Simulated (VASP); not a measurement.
Input:

```yaml
crystal:
  lattice:
    - [4.86921, 0.00000, 0.00000]
    - [0.00000, 4.86921, 0.00000]
    - [0.00000, 0.00000, 3.31042]
  atoms:
    - { symbol: Mn, position: [0.00000, 0.00000, 0.00000], spin: 4.5 }
    - { symbol: Mn, position: [0.50000, 0.50000, 0.50000], spin: -4.5 }
    - { symbol: F, position: [0.30310, 0.30310, 0.00000] }
    - { symbol: F, position: [0.80310, 0.19690, 0.50000] }
    - { symbol: F, position: [0.19690, 0.80310, 0.50000] }
    - { symbol: F, position: [0.69690, 0.69690, 0.00000] }
```

All values below come from optB88-vdW, VASP's PBE PAW potentials (set 64) (plane waves; VASP 6.6.1). Settings: 520 eV cut-off, Gaussian smearing of 0.050 eV, potentials Mn_pv F.

Q: Give the spin-up energies of bands 18 to 31 at the high-symmetry points, in eV from the valence-band maximum.

A: 
| band | Γ | Y | C0 | Z | A0 | T | S | R |
|---|---|---|---|---|---|---|---|---|
| 18 | -5.44 | -4.94 | -4.94 | -5.28 | -5.25 | -5.25 | -5.21 | -5.43 |
| 19 | -4.55 | -4.77 | -4.77 | -4.93 | -4.46 | -4.46 | -5.04 | -4.77 |
| 20 | -4.19 | -4.68 | -4.68 | -4.83 | -4.40 | -4.40 | -4.98 | -4.70 |
| 21 | -4.18 | -4.66 | -4.66 | -4.67 | -4.29 | -4.29 | -4.23 | -4.40 |
| 22 | -3.89 | -4.54 | -4.54 | -4.57 | -4.28 | -4.28 | -4.21 | -4.37 |
| 23 | -1.66 | -1.66 | -1.66 | -1.44 | -1.48 | -1.48 | -1.61 | -1.49 |
| 24 | -1.40 | -1.39 | -1.39 | -1.38 | -1.43 | -1.43 | -1.35 | -1.42 |
| 25 | -1.24 | -1.17 | -1.17 | -1.14 | -1.24 | -1.24 | -1.22 | -1.25 |
| 26 | -0.35 | -0.50 | -0.50 | -0.53 | -0.55 | -0.55 | -0.06 | -0.64 |
| 27 | -0.10 | -0.09 | -0.09 | -0.20 | -0.04 | -0.04 | -0.03 | -0.02 |
| 28 | 2.18 | 2.44 | 2.44 | 2.63 | 2.60 | 2.60 | 2.37 | 2.60 |
| 29 | 2.41 | 2.84 | 2.84 | 2.70 | 2.67 | 2.67 | 2.80 | 2.69 |
| 30 | 2.87 | 2.86 | 2.86 | 2.76 | 2.82 | 2.82 | 2.82 | 2.82 |
| 31 | 2.87 | 3.15 | 3.15 | 3.45 | 3.38 | 3.38 | 3.67 | 3.45 |

Q: Give the spin-down energies of bands 18 to 31 at the high-symmetry points, in eV from the valence-band maximum.

A: 
| band | Γ | Y | C0 | Z | A0 | T | S | R |
|---|---|---|---|---|---|---|---|---|
| 18 | -5.44 | -4.94 | -4.94 | -5.28 | -5.25 | -5.25 | -5.21 | -5.43 |
| 19 | -4.55 | -4.77 | -4.77 | -4.93 | -4.46 | -4.46 | -5.04 | -4.77 |
| 20 | -4.19 | -4.68 | -4.68 | -4.83 | -4.40 | -4.40 | -4.98 | -4.70 |
| 21 | -4.18 | -4.66 | -4.66 | -4.67 | -4.29 | -4.29 | -4.23 | -4.40 |
| 22 | -3.89 | -4.54 | -4.54 | -4.57 | -4.28 | -4.28 | -4.21 | -4.37 |
| 23 | -1.66 | -1.66 | -1.66 | -1.44 | -1.48 | -1.48 | -1.61 | -1.49 |
| 24 | -1.40 | -1.39 | -1.39 | -1.38 | -1.43 | -1.43 | -1.35 | -1.42 |
| 25 | -1.24 | -1.17 | -1.17 | -1.14 | -1.24 | -1.24 | -1.22 | -1.25 |
| 26 | -0.35 | -0.50 | -0.50 | -0.53 | -0.55 | -0.55 | -0.06 | -0.64 |
| 27 | -0.10 | -0.09 | -0.09 | -0.20 | -0.04 | -0.04 | -0.03 | -0.02 |
| 28 | 2.18 | 2.44 | 2.44 | 2.63 | 2.60 | 2.60 | 2.37 | 2.60 |
| 29 | 2.41 | 2.84 | 2.84 | 2.70 | 2.67 | 2.67 | 2.80 | 2.69 |
| 30 | 2.87 | 2.86 | 2.86 | 2.76 | 2.82 | 2.82 | 2.82 | 2.82 |
| 31 | 2.87 | 3.15 | 3.15 | 3.45 | 3.38 | 3.38 | 3.67 | 3.45 |

The gap is indirect, 2.18 eV, from the valence maximum at Z-A0 at 0.57 to the conduction minimum at Γ.

The compound is MnF2 in the rutile structure. It was relaxed first.
